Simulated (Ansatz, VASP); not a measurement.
## One calculation of HfIn4SiO6, two programs

```
CELL_PARAMETERS angstrom
2.71603 -4.70332 0.00448
2.71603 4.70332 0.00448
-1.86309 0.00000 7.40415
ATOMIC_POSITIONS crystal
Hf 0.20480 0.79520 0.00000
In 0.37139 0.62861 0.50000
In 0.53812 0.46188 0.00000
In 0.03500 0.96500 0.50000
In 0.70907 0.29093 0.50000
Si 0.87146 0.12854 0.00000
O 0.10741 0.06918 0.86667
O 0.93082 0.89259 0.13333
O 0.83975 0.37820 0.86669
O 0.62180 0.16025 0.13331
O 0.19813 0.46891 0.13338
O 0.53109 0.80187 0.86662
```

The cell was built by a generator and needn't be a form met in nature.

Alike in both runs: functional PBE; k mesh 6 × 6 × 4; occupations fermi-dirac, width 0.05 eV; no spin polarisation.

|  | VASP | Ansatz |
| --- | --- | --- |
| version | VASP 6.6.1 | Ansatz 0.2.0 |
| potentials or method | VASP PAW PBE potentials, release 64 (Hf_pv, In_d, Si, O) | Ansatz PAW |
| plane-wave cutoff (eV) | 520 | 420 |
| valence electrons in the cell | 102 | 118 |
| task | optical spectrum | single point |

|  | VASP | Ansatz | Ansatz less VASP |
| --- | --- | --- | --- |
| gap on the k mesh at the Fermi level (eV) | none | none | - |
| pressure (GPa) | -0.4 | 0.0 | +0.42 |
| largest component of the traceless stress (GPa) | 0.07 | 0.15 | +0.081 |
| rms of the force components (eV/Å) | 0.052 | 0.005 | -0.0477 |

Atom by atom the forces differ by 0.055 eV/Å (rms over components). A gap of «none» marks a metal or a gap that the smearing closes. The functional is the same, so the differences come from potentials, cutoffs and numerics. The two sets of potentials don't hold the same shells in valence.

Caveats: spectra need much finer meshes, so this one isn't converged (VASP); independent-particle spectra lack excitons (VASP); the intraband (Drude) part of a metal's response may be missing (VASP); the pressure holds a Pulay correction of +0.4 GPa for the finite cutoff (Ansatz). The runs have no spin-orbit coupling, so splittings on Hf are missing.
